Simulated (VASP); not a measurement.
Energy against volume of CoSi2 (fluorite). Method: PBE GGA with D4 dispersion, VASP's PBE PAW potentials (set 64) (plane waves; VASP).

```
V (Å³/atom)  E (eV/atom)
-----------  -----------
11.693          -6.86683
12.067          -6.89034
12.440          -6.89766
12.813          -6.89130
13.186          -6.87334
```

Task: Fit a third-order Birch-Murnaghan equation of state.

Result: 
| Property | Result |
|---|---|
| volume per atom | 12.44 Å³/atom |
| bulk modulus | 195 GPa |
| pressure derivative of the bulk modulus | 4.56 |
| lattice constant a | 0.5305 nm |

Measured: a 5.365 Å (computed value off by -1.1 %), as given by Ganesh Hegde et al., Applied Physics Letters (2014), arXiv:1405.1317. The calculation is for a static lattice, while the measured a holds thermal and zero-point effects, which are part of the difference.

The compound is CoSi2 in the fluorite structure. It was relaxed first. The run is not spin-polarised, so no magnetic state was tried.
